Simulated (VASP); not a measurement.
# Si3Bi2TeSe2 (I-4m2) in VASP: relaxation of cell and atoms with PBE

Aim: the relaxation of cell and atoms of Si3Bi2TeSe2 with PBE.

All numbers are computed with VASP 6.6.1; they aren't measurements. Logs are shortened: lines on timing, memory, paths and dates and some standing lists are left out, and cuts for length are marked.

## Step 1: The crystal as given

It takes space group I-4m2 (No. 119, tetragonal). The conventional cell has a = 6.734 Å, b = 6.734 Å, c = 9.058 Å, α = 90.00°, β = 90.00°, γ = 90.00°. Around Si (site symmetry 2mm) lie 1 Te at 1.73 Å. Around Si (site symmetry -4m2) lie 2 Si at 2.80 Å. Around Bi (site symmetry -4m2) lie 2 Se at 2.32 Å. Around Bi (site symmetry -4m2) lie 2 Se at 2.21 Å. Te (site symmetry -4m2) has 2 Si at 1.73 Å as nearest neighbours. Se (site symmetry 2mm) is surrounded by 2 Bi at 2.21 to 2.32 Å.

The cell was built by a generator and needn't be a form met in nature.

## Step 2: Relaxation of cell and atoms, PBE

File INCAR:

```
SYSTEM = Si3Bi2TeSe2
PREC = Normal
ENCUT = 520
EDIFF = 1E-4
ISMEAR = 0
SIGMA = 0.15
LREAL = .False.
LASPH = .True.
NELM = 60
ALGO = Fast
ISIF = 3
LWAVE = .False.
LCHARG = .False.
GGA = PE
IBRION = 2
NSW = 24
EDIFFG = -0.08
```

File KPOINTS:

```
Automatic mesh
0
Gamma
  3 3 3
  0 0 0
```

File POSCAR:

```
Si3Bi2TeSe2
1.0
   -3.3672428000      3.3672428000      4.5291928400
    3.3672428000     -3.3672428000      4.5291928400
    3.3672428000      3.3672428000     -4.5291928400
Si Bi Te Se
3 2 1 2
Direct
    0.3089576200      0.3089576200      0.0000000000
    0.6910423800      0.6910423800      0.0000000000
    0.0000000000      0.0000000000      0.0000000000
    0.2500000000      0.7500000000      0.5000000000
    0.7500000000      0.2500000000      0.5000000000
    0.5000000000      0.5000000000      0.0000000000
    0.9937169300      0.4937169300      0.5000000000
    0.5062830700      0.0062830700      0.5000000000
```

Potentials or basis: VASP PAW PBE potentials, release 64 (Si, Bi_d, Te, Se).

On the command line:

```bash
$ cat potpaw_PBE.64/Si/POTCAR potpaw_PBE.64/Bi_d/POTCAR potpaw_PBE.64/Te/POTCAR potpaw_PBE.64/Se/POTCAR > POTCAR
$ mpirun -np 1 vasp_std > vasp.out
```

OUTCAR:

```text
SYSTEM = Si3Bi2TeSe2
   PREC = Normal
   ENCUT = 520
   EDIFF = 1E-4
   ISMEAR = 0
   LREAL = .False.
   LASPH = .True.
   NELM = 60
   ISIF = 3
   GGA = PE
   IBRION = 2
   NSW = 24
   EDIFFG = -0.08

 ion  position               nearest neighbor table
   1  0.309  0.309  0.000-   6 1.73   3 2.80   5 3.41   4 3.41   4 3.41   5 3.41
   2  0.691  0.691  0.000-   6 1.73   3 2.80   4 3.41   5 3.41   4 3.41   5 3.41
   3  0.000  0.000  0.000-   1 2.80   2 2.80
   4  0.250  0.750  0.500-   7 2.32   8 2.32   1 3.41   2 3.41   1 3.41   2 3.41
   5  0.750  0.250  0.500-   7 2.21   8 2.21   1 3.41   2 3.41   1 3.41   2 3.41
   6  0.500  0.500  0.000-   1 1.73   2 1.73
   7  0.994  0.494  0.500-   5 2.21   4 2.32
   8  0.506  0.006  0.500-   5 2.21   4 2.32

  LATTYP: Found a body centered tetragonal cell.
 ALAT       =     6.7344856000
 C/A-ratio  =     1.3450746231

  Lattice vectors:

 A1 = (  -3.3672428000,   3.3672428000,   4.5291928400)
 A2 = (   3.3672428000,  -3.3672428000,   4.5291928400)
 A3 = (   3.3672428000,   3.3672428000,  -4.5291928400)

Analysis of symmetry for initial positions (statically):
=====================================================================
 Subroutine PRICEL returns:
 Original cell was already a primitive cell.

 Routine SETGRP: Setting up the symmetry group for a
 body centered tetragonal supercell.

 Subroutine GETGRP returns: Found  8 space group operations
 (whereof  8 operations were pure point group operations)
 out of a pool of 16 trial point group operations.

The static configuration has the point symmetry D_2d.

Analysis of symmetry for dynamics (positions and initial velocities):
=====================================================================
 Subroutine PRICEL returns:
 Original cell was already a primitive cell.

 Routine SETGRP: Setting up the symmetry group for a
 body centered tetragonal supercell.

 Subroutine GETGRP returns: Found  8 space group operations
 (whereof  8 operations were pure point group operations)
 out of a pool of 16 trial point group operations.

The dynamic configuration has the point symmetry D_2d.

 Subroutine INISYM returns: Found  8 space group operations
 (whereof  8 operations are pure point group operations),
 and found     1 'primitive' translations
[... 145 lines left out ...]
  --------------------------------------------------------------------------------------
  -------------------------------------------------------------------------------------
  Total       -0.9284188     -0.9284188    195.9921018      0.0000000      0.0000000      0.0000000
  in kB       -7.2414385     -7.2414385   1528.6902068      0.0000000      0.0000000      0.0000000
  external PRESSURE =     504.7357766 kB  Pullay stress =       0.0000000 kB
[... 29 lines left out ...]
--------------------------------------- Ionic step        2  -------------------------------------------

 number of electron      59.9999799 magnetization

------------------------ aborting loop EDIFF was not reached (unconverged)  ----------------------------

  FORCE on cell =-STRESS in cart. coord.  units (eV):
  Direction    XX          YY          ZZ          XY          YZ          ZX
  --------------------------------------------------------------------------------------
  -------------------------------------------------------------------------------------
  Total       14.5549804     14.5549804    -82.9724384      0.0000000      0.0000000      0.0000000
  in kB       52.6180592     52.6180592   -299.9556539      0.0000000      0.0000000      0.0000000
  external PRESSURE =     -64.9065118 kB  Pullay stress =       0.0000000 kB
[... 29 lines left out ...]
--------------------------------------- Ionic step        3  -------------------------------------------

 number of electron      59.9999852 magnetization

------------------------ aborting loop EDIFF was not reached (unconverged)  ----------------------------

  FORCE on cell =-STRESS in cart. coord.  units (eV):
  Direction    XX          YY          ZZ          XY          YZ          ZX
  --------------------------------------------------------------------------------------
  -------------------------------------------------------------------------------------
  Total      -17.9474856    -17.9474856    -37.4694876      0.0000000     -0.0000000      0.0000000
  in kB      -72.7826595    -72.7826595   -151.9504750      0.0000000     -0.0000000      0.0000000
  external PRESSURE =     -99.1719313 kB  Pullay stress =       0.0000000 kB
[... 23 lines left out ...]
  FREE ENERGIE OF THE ION-ELECTRON SYSTEM (eV)
  ---------------------------------------------------
  free  energy   TOTEN  =       -19.5208823330 eV

  energy  without entropy=      -19.4049632399  energy(sigma->0) =      -19.46292279

 E-fermi :   3.6647     XC(G=0):  -8.7851

 val. band max:        3.6005544383   @ k =  -0.3333   0.3333   0.0000
 cond. band min:       3.6708095326   @ k =   0.0000   0.0000   0.0000
 fundamental gap:      0.0702550943
 Fermi energy:         3.6647325825

 k-point     1 :       0.0000    0.0000    0.0000
  band No.  band energies     occupation
      1     -19.3363      2.00000
      2     -19.3266      2.00000
      3     -19.2883      2.00000
      4     -19.2883      2.00000
      5     -19.2706      2.00000
      6     -19.2706      2.00000
[... 223 lines left out ...]
     35       5.8852      0.00000
     36       6.7218      0.00000

[... ionic steps 4 to 15 ...]

--------------------------------------- Ionic step       16  -------------------------------------------

 number of electron      59.9999966 magnetization

------------------------ aborting loop because EDIFF is reached ----------------------------------------
[... 79 lines left out ...]
--------------------------------------- Ionic step       18  -------------------------------------------

 number of electron      59.9999966 magnetization

 Free energy of the ion-electron system (eV)
  ---------------------------------------------------
  ext. energy  EPLUGINS =         0.00000000
  ---------------------------------------------------
  free energy    TOTEN  =       -31.78791202 eV

  energy without entropy =      -31.70469444  energy(sigma->0) =      -31.74630323

 E-fermi :   6.5984     XC(G=0):  -9.8851

 val. band max:        6.5942582229   @ k =   0.3333   0.3333   0.0000
 cond. band min:       6.6691254819   @ k =  -0.3333   0.3333   0.0000
 fundamental gap:      0.0748672590
 Fermi energy:         6.5983767495

 k-point     1 :       0.0000    0.0000    0.0000
  band No.  band energies     occupation
      1     -16.4948      2.00000
      2     -16.4705      2.00000
      3     -16.4370      2.00000
      4     -16.4370      2.00000
      5     -16.4288      2.00000
      6     -16.4288      2.00000
[... 258 lines left out ...]
  FREE ENERGIE OF THE ION-ELECTRON SYSTEM (eV)
  ---------------------------------------------------
  free  energy   TOTEN  =       -31.7879120206 eV

  energy  without entropy=      -31.7046944357  energy(sigma->0) =      -31.74630323

 reached required accuracy - stopping structural energy minimisation
```

OSZICAR:

```text
N       E                     dE             d eps       ncg     rms          rms(c)
DAV:   1     0.553017721983E+03    0.55302E+03   -0.27432E+04   432   0.159E+03
DAV:   2     0.533176870925E+02   -0.49970E+03   -0.48814E+03   472   0.385E+02
DAV:   3    -0.533956777625E+01   -0.58657E+02   -0.56996E+02   556   0.146E+02
DAV:   4    -0.818823618731E+01   -0.28487E+01   -0.28020E+01   512   0.329E+01
[... 287 lines left out ...]
       N       E                     dE             d eps       ncg     rms          rms(c)
DAV:   1    -0.317913995396E+02   -0.40919E-02   -0.16999E-01   488   0.286E+00    0.303E-01
RMM:   2    -0.317888434395E+02    0.25561E-02   -0.70010E-03   458   0.592E-01    0.146E-01
RMM:   3    -0.317879438397E+02    0.89960E-03   -0.23081E-03   482   0.367E-01    0.480E-02
RMM:   4    -0.317879120206E+02    0.31819E-04   -0.78591E-04   468   0.158E-01
  18 F= -.31787912E+02 E0= -.31746303E+02  d E =-.392420E-02
```

CONTCAR:

```text
Si3Bi2TeSe2
   1.00000000000000
    -2.8841715032222934    2.8841715032222934    5.9522377674077696
     2.8841715032222934   -2.8841715032222934    5.9522377674077696
     2.8841715032222934    2.8841715032222934   -5.9522377674077696
  Si              Bi              Te              Se
     3     2     1     2
Direct
     0.2104574821324140    0.2104574821324140    0.0000000000000000
     0.7895425178675860    0.7895425178675860    0.0000000000000000
     0.0000000000000000    0.0000000000000000    0.0000000000000000
     0.2500000000000000    0.7500000000000000    0.5000000000000000
     0.7500000000000000    0.2500000000000000    0.5000000000000000
     0.5000000000000000    0.5000000000000000    0.0000000000000000
     0.0001677554942094    0.5001677554942094    0.5000000000000000
     0.4998322445057904    0.9998322445057906    0.5000000000000000

  0.00000000E+00  0.00000000E+00  0.00000000E+00
  0.00000000E+00  0.00000000E+00  0.00000000E+00
  0.00000000E+00  0.00000000E+00  0.00000000E+00
  0.00000000E+00  0.00000000E+00  0.00000000E+00
  0.00000000E+00  0.00000000E+00  0.00000000E+00
  0.00000000E+00  0.00000000E+00  0.00000000E+00
  0.00000000E+00  0.00000000E+00  0.00000000E+00
  0.00000000E+00  0.00000000E+00  0.00000000E+00
```

Run time: 16 min. Hardware: 1 thread of Intel Xeon Platinum 8259CL at 2.50GHz (Skylake/Cascade Lake), shared host; peak memory 0.29 GiB.

Results:

- Free energy: -31.7879 eV
- Relaxed volume: 24.76 Å³/atom
- Relaxed cell: a = 7.216 Å, b = 7.216 Å, c = 7.216 Å, α = 132.88°, β = 132.88°, γ = 68.84°
- Space group after relaxing (to 0.05 Å): I4/mmm (No. 139)
- Energy gained by relaxing: 3223.1 meV/atom
- Ionic steps: 18
- Pressure after relaxing: 0.0 GPa
- Largest force after relaxing: 0.063 eV/Å
- Band gap on the k mesh: none (metal or under the smearing width)

Forces on the atoms (eV/Å):
```
Si   0.000  0.000 -0.063
Si   0.000  0.000  0.063
Si   0.000  0.000  0.000
Bi   0.000  0.000  0.000
Bi   0.000  0.000  0.000
Te   0.000  0.000  0.000
Se   0.000  0.000 -0.008
Se   0.000  0.000  0.008
```

Stress tensor (GPa, compression positive):
```
-0.22  0.00  0.00
 0.00 -0.22  0.00
 0.00  0.00  0.48
```

The path:
| step | energy change (eV) | largest force (eV/Å) | pressure (GPa) | volume (Å³) |
| --- | --- | --- | --- | --- |
| 1 | 0.0000 | 35.6919 | 50.47 | 205.41 |
| 2 | 26.2307 | 2.0013 | -6.49 | 443.19 |
| 3 | -13.5180 | 0.9588 | -9.92 | 395.08 |
| 4 | -17.1935 | 0.6967 | -9.52 | 372.99 |
| 5 | -20.2453 | 0.5808 | -8.43 | 324.12 |
| 6 | -22.7258 | 1.2705 | -6.20 | 264.93 |
| 7 | -22.4102 | 1.6412 | -0.21 | 235.22 |
| 8 | -22.8230 | 1.5967 | -4.91 | 256.20 |
| 9 | -22.8371 | 1.6389 | -4.55 | 254.05 |
| 10 | -24.7442 | 0.8250 | -4.77 | 227.98 |
| 11 | -25.7093 | 0.0728 | -1.99 | 205.57 |
| 12 | -25.7627 | 0.2713 | 0.50 | 196.46 |
| 13 | -25.7773 | 0.1619 | -0.45 | 199.83 |
| 14 | -25.7777 | 0.1950 | -0.39 | 198.77 |
| 15 | -25.7809 | 0.1353 | 0.37 | 196.64 |
| 16 | -25.7812 | 0.1514 | 0.27 | 197.19 |
| 17 | -25.7844 | 0.1049 | 0.12 | 197.65 |
| 18 | -25.7851 | 0.0629 | 0.01 | 198.05 |

Final structure:
```yaml
crystal:
  lattice:
    - [-2.88417, 2.88417, 5.95224]
    - [2.88417, -2.88417, 5.95224]
    - [2.88417, 2.88417, -5.95224]
  atoms:
    - { symbol: Si, position: [0.21046, 0.21046, 0.00000] }
    - { symbol: Si, position: [0.78954, 0.78954, 0.00000] }
    - { symbol: Si, position: [0.00000, 0.00000, 0.00000] }
    - { symbol: Bi, position: [0.25000, 0.75000, 0.50000] }
    - { symbol: Bi, position: [0.75000, 0.25000, 0.50000] }
    - { symbol: Te, position: [0.50000, 0.50000, 0.00000] }
    - { symbol: Se, position: [0.00017, 0.50017, 0.50000] }
    - { symbol: Se, position: [0.49983, 0.99983, 0.50000] }
```

Caveat: the k mesh is coarse (spacing up to 0.44 Å⁻¹), so the values aren't converged; spin-orbit coupling is left out, which moves the levels of the heavy elements; the relaxation stopped at a loose force limit of 0.08 eV/Å, so its end isn't a converged minimum.
